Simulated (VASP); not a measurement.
Here is the system:

```xyz
4
Lattice="-2.8228 2.8228 6.2876 2.8228 -2.8228 6.2876 2.8228 2.8228 -6.2876" Properties=species:S:1:pos:R:3 pbc="T T T"
Ba     0.0000     0.0000     6.2876
Ba     0.0000     2.8228     3.1438
Ba     2.8228     0.0000     3.1438
Al     0.0000     0.0000     0.0000
```

Calculation: PBE GGA, VASP's PBE PAW potentials (set 64) (plane waves; VASP). Numerical set-up: 300 eV cut-off, 4×4×4 Γ-centred mesh, Gaussian smearing of 0.20 eV, potentials Ba_sv Al.

At this cut-off the stress carries a Pulay error, which pulls relaxed volumes low. Energy and stress use the plane-wave basis of the starting cell.

Question: The ions, cell shape and volume are relaxed. What does this cell relax into?

Answer: 
```xyz
4
Lattice="-2.8231 2.8231 5.3682 2.8231 -2.8231 5.3682 2.8231 2.8231 -5.3682" Properties=species:S:1:pos:R:3 pbc="T T T"
Ba     0.0000     0.0000     5.3682
Ba     0.0000     2.8231     2.6841
Ba     2.8231     0.0000     2.6841
Al    -2.8231     2.8231     5.3682
```
Space group I4/mmm (139), at a tolerance of 0.03 Å.

Question: How do energy and volume change from the first to the last step?

Answer: The energy (σ→0) changes by -61.2 meV/atom and the volume by -14.6 %, in 7 ionic steps.

The structure was generated: Ba3Al was put into an ordered model structure, which need not be its known phase. This run relaxes it. Symmetry was kept, so distortions that lower it aren't found. The k-mesh is coarse (spacing up to 0.39 per Å, 2π included), so the numbers may not be converged in it. The run is one of a series of settings (EDIFFG = -0.01, IBRION = 2, ISIF = 3, NSW = 50 against the base run), some of them coarse on purpose. The electron count is odd and the run is not spin-polarised, which forces a metal.
